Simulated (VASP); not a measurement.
Level of theory: PBEsol GGA, VASP's PBE PAW potentials (set 64) (plane waves; VASP).

A VASP calculation is set up with these files.

INCAR:
```
LASPH  =  T   # aspherical one-centre terms
ALGO  =  Normal   # blocked Davidson
LREAL  =  F
ISMEAR  =  0
LWAVE  =  F
PREC  =  Accurate
ENCUT  =  400
ISIF  =  2   # forces and stress, cell fixed
GGA  =  PS   # PBEsol
LCHARG  =  F
EDIFF  =  1E-6   # SCF stop (eV)
SIGMA  =  0.136   # width (eV)
NELM  =  100   # most electronic steps
LMAXMIX  =  6
SYSTEM  =  Lu3TlC
```

### KPOINTS
```
Automatic mesh
0
Gamma
 5 5 5
0 0 0
```

### POSCAR
```
Lu3TlC
1.0
  4.7460700000   0.0000000000   0.0000000000
  0.0000000000   4.7460700000   0.0000000000
  0.0000000000   0.0000000000   4.7460700000
Lu Tl C
3 1 1
Direct
  0.5000000000   0.0000000000   0.5000000000
  0.0000000000   0.5000000000   0.5000000000
  0.5000000000   0.5000000000   0.0000000000
  0.0000000000   0.0000000000   0.0000000000
  0.5000000000   0.5000000000   0.5000000000
```

POTCAR, in this order: Lu_3 Tl_d C (PBE.64 set). Program: vasp_std.

What VASP printed:

### OSZICAR
```
       N       E                     dE             d eps       ncg     rms          rms(c)
DAV:   1     0.267261980583E+03    0.26726E+03   -0.17573E+04  1000   0.165E+03
DAV:   2    -0.397316280273E+01   -0.27124E+03   -0.26753E+03   962   0.926E+02
DAV:   3    -0.320788508991E+02   -0.28106E+02   -0.26500E+02  1010   0.231E+02
DAV:   4    -0.339333540546E+02   -0.18545E+01   -0.17811E+01   910   0.523E+01
DAV:   5    -0.340276526408E+02   -0.94299E-01   -0.90463E-01   960   0.827E+00    0.432E+01
DAV:   6    -0.297819168302E+02    0.42457E+01   -0.29094E+01   832   0.261E+01    0.306E+01
DAV:   7    -0.298444272662E+02   -0.62510E-01   -0.23383E+00   928   0.895E+00    0.153E+01
DAV:   8    -0.298454224908E+02   -0.99522E-03   -0.23840E-01   896   0.444E+00    0.136E+00
DAV:   9    -0.298347896467E+02    0.10633E-01   -0.13698E-01   872   0.183E+00    0.508E-01
DAV:  10    -0.298333889469E+02    0.14007E-02   -0.14875E-02   880   0.946E-01    0.138E-01
DAV:  11    -0.298335150196E+02   -0.12607E-03   -0.14306E-03   912   0.263E-01    0.484E-02
DAV:  12    -0.298335053064E+02    0.97132E-05   -0.19430E-04   864   0.106E-01    0.131E-02
DAV:  13    -0.298335014213E+02    0.38851E-05   -0.24230E-05   728   0.328E-02    0.128E-02
DAV:  14    -0.298335014702E+02   -0.48885E-07   -0.36589E-06   560   0.184E-02
   1 F= -.29833501E+02 E0= -.29828664E+02  d E =-.967545E-02
```

**OUTCAR**
```
------------------------ aborting loop because EDIFF is reached ----------------------------------------
  FORCE on cell =-STRESS in cart. coord.  units (eV):
  Direction    XX          YY          ZZ          XY          YZ          ZX
  --------------------------------------------------------------------------------------
  Total       -1.2712888     -1.2712888     -1.2712888      0.0000000     -0.0000000      0.0000000
  in kB      -19.0525185    -19.0525185    -19.0525185      0.0000000     -0.0000000      0.0000000
  external PRESSURE =     -19.0525185 kB  Pullay stress =       0.0000000 kB
  volume of cell :      106.91
      direct lattice vectors                 reciprocal lattice vectors
     4.746070000  0.000000000  0.000000000     0.210700643  0.000000000  0.000000000
     0.000000000  4.746070000  0.000000000     0.000000000  0.210700643  0.000000000
     0.000000000  0.000000000  4.746070000     0.000000000  0.000000000  0.210700643
 POSITION                                       TOTAL-FORCE (eV/Angst)
 -----------------------------------------------------------------------------------
      2.37303      0.00000      2.37303         0.000000      0.000000      0.000000
      0.00000      2.37303      2.37303         0.000000      0.000000      0.000000
      2.37303      2.37303      0.00000         0.000000      0.000000      0.000000
      0.00000      0.00000      0.00000         0.000000      0.000000      0.000000
      2.37303      2.37303      2.37303         0.000000      0.000000      0.000000
 -----------------------------------------------------------------------------------
    total drift:                                0.000000     -0.000000     -0.000000
  FREE ENERGIE OF THE ION-ELECTRON SYSTEM (eV)
  ---------------------------------------------------
  free  energy   TOTEN  =       -29.8335014702 eV

  energy  without entropy=      -29.8238260186  energy(sigma->0) =      -29.82866374
```
(Selected blocks of OUTCAR.)

At this cut-off the stress carries a Pulay error, which pulls relaxed volumes low.

The structure comes from a computed database's Lu3TlC entry (Pm-3m); how it stands against other phases isn't given here. The cell was not relaxed at this level.
